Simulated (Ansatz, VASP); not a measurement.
# Cross-check of Si2Ni between VASP and Ansatz, part 2 of 2

Aim: how closely do two programs agree when they are given the same cell, functional and k mesh? The cell is taken from a series of runs on this material, whose earlier steps may have relaxed, scaled, displaced or heated it; both programs get it as it stands.

VASP 6.6.1 and Ansatz 0.2.0.

So far: Set-up; VASP: zone-centre phonons, PBEsol.

## (3) Ansatz: zone-centre phonons, PBEsol

Level of this step: Ansatz beside VASP: Kohn-Sham DFT, plane waves, PBEsol (Ansatz).

Ansatz runs on its PAW soft_1 files.

The same cell, functional, mesh and smearing now go to Ansatz, which takes its cutoff from its data sets.

input.yaml reads:

```yaml
crystal:
  lattice:
    - [0.0, 2.6767072396, 2.6767072396]
    - [2.6767072396, 0.0, 2.6767072396]
    - [2.6767072396, 2.6767072396, 0.0]
  atoms:
    - { symbol: Si, position: [0.25, 0.25, 0.25] }
    - { symbol: Si, position: [0.75, 0.75, 0.75] }
    - { symbol: Ni, position: [0.0, 0.0, 0.0] }
kpoints:
  mp_grid: { grid: [16, 16, 16] }
hamiltonian:
  xc: pbesol
  pseudopotentials: { kind: paw, azcp: { folder: soft_1 }, xc_functional: pbe }
scf:
  occupations: { method: methfessel_paxton, width: 0.2 }
output:
  eigenvalues: true
phonons:
  method: dfpt
```

Run with:

```sh
$ ansatz run input.yaml --threads 4 --pin off --max-ram 10240MiB --backend cpu --events-out ev --progress --plain --runs-dir out
```

Numbers of over 12 decimals in the logs are rounded to 6 here.

What it wrote:

```text
zone centre: on kpoints.mp_grid the ground state, and the responses unless they are solved on pairs of k-points, stand on 349 of the mesh's 4096 k-points, reduced under 8 symmetry operations, with k and −k counted as one. Each operation leaves every solved displacement unchanged or reverses it
Engine: ansatz 0.2.0, aarch64-unknown-linux-gnu
Pseudopotentials: kind: paw
Pseudopotential: Si, paw, valence charge 4, recommended cutoff 420 eV (normal), soft_1/Si.paw.azcp
Pseudopotential: Ni, paw, valence charge 18, recommended cutoff 420 eV (normal), soft_1/Ni.paw.azcp
Functional definition: PBEsol
  exchange = pbesol_x
  correlation = pbesol_c
Crystal: 3 atoms, lattice volume = 38.356 Å³
Basis set: ecut = 420 eV, 749 PW (Γ), exchange–correlation on 54×54×54 points (8 copies of the dense FFT grid, shifted against one another)
Bands: 17, of which v1, the nominal top of the filled ones, is band 13 counted from 1 (12 counted from 0)
Symmetry: 48 space group operations
k-points: 349 of 4096 (irreducible under 8 space group operations, time reversal used)
Non-local potential: Si, projectors of the file, l = 0: 2, l = 1: 2, l = 2: 1
Non-local potential: Ni, projectors of the file, l = 0: 3, l = 1: 2, l = 2: 3, l = 3: 1
PAW form: soft (Blöchl's): semilocal exchange-correlation on the pseudo side does not see the compensation charge
PAW frozen core: Si, regenerated for the run's functional, and the local potential with it (the file was generated under x = pbe(κ = 0.804, μ = 0.219515), c = pbe(β = 0.066725))
PAW frozen core: Ni, regenerated for the run's functional, and the local potential with it (the file was generated under x = pbe(κ = 0.804, μ = 0.219515), c = pbe(β = 0.066725))
PAW one-centre angular grid: Si, 110 points (default); XC on 64 Gauss nodes
PAW one-centre angular grid: Ni, 590 points (default); XC on 64 Gauss nodes
Initial density: superposition of atomic densities (chi_scale 0.1, normalization cell, long waves kept (reshape's long-wave potential 0.00 eV rms))
Initial wavefunctions: pseudopotential atomic-orbital guess
Functional: x = pbesol(κ = 0.804, μ = 0.123457), c = pbesol(β = 0.046)
SCF iter   1: F=—  HF=-7050.162184 eV  |F-HF|=—  |Δ(HF+E_count)|=         —  Δρ=8.20e-2  dr2=3.51e0  ethr=3.10e-3  ⟨swp⟩=5.2  Hψ=30059  notcnv=0
preconditioner: auto → Kerker (q_TF=auto, 2.557 Å⁻¹)  [metal: Δε(μ)=0.032 eV  Ē_g=9.044 eV  σ=0.200 eV  W_gap=0.13  n_scr=14 (ndim 8)  ℏωp=25.4 eV  f_vac=0.000  D(μ)=0.79/eV (n_scr^D=0)]
SCF iter   2: F=—  HF=-7049.667638 eV  |F-HF|=—  |Δ(HF+E_count)|=   4.95e-1  S|Δr|=    0.00e0  Δρ=3.98e-2  dr2=1.07e0  ethr=3.10e-3  ⟨swp⟩=2.0  Hψ=10025  notcnv=0  defer=9
SCF iter   3: F=—  HF=-7049.351711 eV  |F-HF|=—  |Δ(HF+E_count)|=   3.16e-1  S|Δr|=    0.00e0  Δρ=2.34e-2  dr2=2.17e-1  ethr=3.10e-3  ⟨swp⟩=2.7  Hψ=11178  notcnv=0  defer=9
SCF iter   4: F=—  HF=-7049.318389 eV  |F-HF|=—  |Δ(HF+E_count)|=   3.33e-2  S|Δr|=    0.00e0  Δρ=9.26e-3  dr2=2.49e-2  ethr=8.34e-4  ⟨swp⟩=2.0  Hψ=9863  notcnv=0  defer=9
SCF iter   5: F=—  HF=-7049.318190 eV  |F-HF|=—  |Δ(HF+E_count)|=   1.99e-4  S|Δr|=    0.00e0  Δρ=4.13e-3  dr2=6.16e-3  ethr=9.58e-5  ⟨swp⟩=2.1  Hψ=8650  notcnv=0  defer=9
SCF iter   6: F=—  HF=-7049.317920 eV  |F-HF|=—  |Δ(HF+E_count)|=   2.69e-4  S|Δr|=    0.00e0  Δρ=2.05e-3  dr2=1.56e-3  ethr=2.37e-5  ⟨swp⟩=1.0  Hψ=5934  notcnv=0  defer=9
SCF iter   7: F=—  HF=-7049.317805 eV  |F-HF|=—  |Δ(HF+E_count)|=   1.16e-4  S|Δr|=    0.00e0  Δρ=2.39e-4  dr2=2.68e-5  ethr=5.99e-6  ⟨swp⟩=1.0  Hψ=6005  notcnv=0  defer=9
SCF iter   8: F=—  HF=-7049.317798 eV  |F-HF|=—  |Δ(HF+E_count)|=   6.09e-6  S|Δr|=    0.00e0  Δρ=2.41e-5  dr2=2.74e-7  ethr=1.03e-7  ⟨swp⟩=2.3  Hψ=8522  notcnv=0  defer=9
SCF iter   9: F=—  HF=-7049.317820 eV  |F-HF|=—  |Δ(HF+E_count)|=   2.20e-5  S|Δr|=    0.00e0  Δρ=4.36e-6  dr2=6.30e-9  ethr=1.05e-9  ⟨swp⟩=2.0  Hψ=8994  notcnv=0  defer=9
SCF iter  10: F=—  HF=-7049.317820 eV  |F-HF|=—  |Δ(HF+E_count)|=  3.28e-10  S|Δr|=    0.00e0  Δρ=4.93e-7  dr2=7.37e-11  ethr=2.42e-11  ⟨swp⟩=2.1  Hψ=9214  notcnv=0  defer=9
SCF iter  11: F=-7049.317820 eV  HF=-7049.317820 eV  |F-HF|=1.82e-12  |Δ(HF+E_count)|=  2.73e-12  S|Δr|=    0.00e0  Δρ=9.08e-8  dr2=2.76e-12  ethr=1.00e-12  ⟨swp⟩=6.1  Hψ=27590  notcnv=0
the search or the solves at the SCF's close seem to have found levels that the self-consistency loop had missed (the run counts 2). By its estimate they hold under 1e-12 electrons; where the run keeps them, the occupations were computed again with them
SCF 1 converged in 11 iterations: F = -7049.317820 eV  dr2 = 2.76e-12
  greatest PAW one-centre occupation: 1.000 electrons in one spin orbital (limit 2), on the Ni atom at site 2 (counted from 0), in its partial waves of l = 1
DFPT response loops at Γ: preconditioner auto → Kerker (q_TF=auto, 2.557 Å⁻¹) (partly filled bands, converged f_vac=0.000); β = 1.00, the filter's whole step (`scf.mixing.beta` (0.50) is not read by the response loops under this deck's `scf.mixing.preconditioner`; to damp them name `kerker` or `kerker_dos`, under which they read `scf.mixing.beta`, and type it under 1.00, their step now; both keys bind the ground state too); Broyden in place of MSR1
SCF converged after 11 iterations
Stability not checked: this state was not tested for a lower state beside it, because cold or Methfessel-Paxton smearing, or corrected tetrahedra, fill the levels in a way that the test cannot read (fill_not_monotonic; see scf.lower_state_search)
Free energy (F): -7049.317820 eV
Harris-Foulkes:  -7049.317820 eV  (|F-HF|=1.82e-12)
Internal energy: -7049.317900 eV  (E = F + TS)
E sigma→0 (E₀):  -7049.317840 eV
Entropy (-TS):   0.000080 eV (0.027 meV/atom)
Fermi energy:    13.653545 eV
--- Per-component energies (eV) ---
  E_band       = -337.734659
  E_kinetic    = 431.552964
  E_local      = -4167.979545  (includes V_loc(G=0)·N_el)
  E_nonlocal   = -75.390514
  E_hartree    = 2158.292292
  E_xc         = -229.179041
  E_vxc        = -247.929067  (∫ρ·V_xc dr)
  E_paw        = -2614.195941  (= ΣΔE_a)
  E_vpaw       = -594.574077  (= ΣTr[D̂ρ^β])
  E_aug_tail   = 0.000882  (compensation charges beyond the density's cutoff)
  E_ewald      = -2552.679408
  E_core_change = 0.260411  (= ΣΔE_core)
  E_smearing   = 0.000080  (= −TS)
  E_closure    = 0.000000  (closes the sum)
  Σ components = -7049.317820   (vs F -7049.317820, Δ=0.00e0)
--- Band table (eV; the first three rows and the last of 349) ---
  k-point 0: bands = [... 9 lower, 9.9430, 13.5734, 15.3935, 15.3935, 15.3935, 15.8026, 15.8026, 15.8026]
  k-point 1: bands = [... 9 lower, 9.9311, 13.4680, 14.5776, 14.9900, 14.9900, 16.2261, 16.2261, 16.7811]
  k-point 2: bands = [... 9 lower, 9.9011, 12.7769, 14.3444, 14.4657, 14.4657, 16.6468, 16.6468, 17.7563]
  k-point 348: bands = [... 9 lower, 9.7263, 9.8499, 10.2993, 11.0870, 15.9231, 15.9231, 18.1768, 18.8835]
--- Phonons (Γ-DFPT): 2 representative perturbations + reference, on 349 of 4096 k-points (Σ response iterations 6) ---
  k mesh reduced under 8 symmetry operations, with k and −k counted as one. Each operation leaves every solved displacement unchanged or reverses it
  ASR residual: 3.704e-5 → 0.000e0 eV/Å²; symmetrization residual: 8.341e-7 eV/Å²
  ASR residual per site (eV/Å²): 2.24e-5 2.24e-5 3.70e-5
  Γ frequencies (cm⁻¹): 0.00 0.00 0.00 323.79 323.79 323.79 343.92 343.92 343.92
  non-analytic LO–TO correction: not included (Born effective charges unavailable; polar crystals: no LO–TO splitting at Γ)
```

In the SCF lines HF is the Harris–Foulkes energy and dr2 the Hartree energy of the density residual, in eV; the loop may stop once dr2 is under the threshold and the program's other checks hold. Hψ counts applications of the Hamiltonian.

## (4) Side by side

Known differences besides the potentials themselves: the data sets hold 26 valence electrons in Ansatz (on its PAW soft_1 files) and 18 in VASP; the cutoff is 420 eV in Ansatz and 600 eV in VASP; Ansatz makes its cores anew for this functional, VASP keeps those of its PBE data sets. Total energies have different zeros and are not compared.

The two programs side by side:

| quantity | Ansatz | VASP | difference |
| --- | --- | --- | --- |
| optical mode 1 to 3 (cm⁻¹) | 323.8 | 324.6 | -0.26 % |
| optical mode 4 to 6 (cm⁻¹) | 343.9 | 342.5 | +0.41 % |

Modes are paired by rising frequency, not by their patterns, so a pair may set unlike modes beside each other; they are those without the splitting of longitudinal modes.

## (5) Summary of results

```json
{
 "r.m.s. difference of the optical zone-centre modes, each program's sorted by frequency (zone-centre phonons, PBEsol)": "1.2 cm⁻¹"
}
```

In words: The r.m.s. difference of the optical zone-centre modes, each program's sorted by frequency is 1.2 cm⁻¹ (zone-centre phonons, PBEsol). The data sets hold unlike numbers of valence electrons (26 in Ansatz and 18 in VASP), so part of the differences comes from the potentials. Such differences can come from data sets, numerical settings and the points named under the comparisons, not from the functional's error against experiment.

[Lines on the potential files, build, host, timing and source positions are cut from VASP's logs without a mark.]

[Logs are printed without paths, hosts, clocks, repeated set-up lines and the standing remarks that a program may print on its own settings, such as how far it seeks lower states.]

[Hosts, paths, dates, database ids (printed as entryN), source tags and the programs' standing remarks are cut or masked in the printed files.]
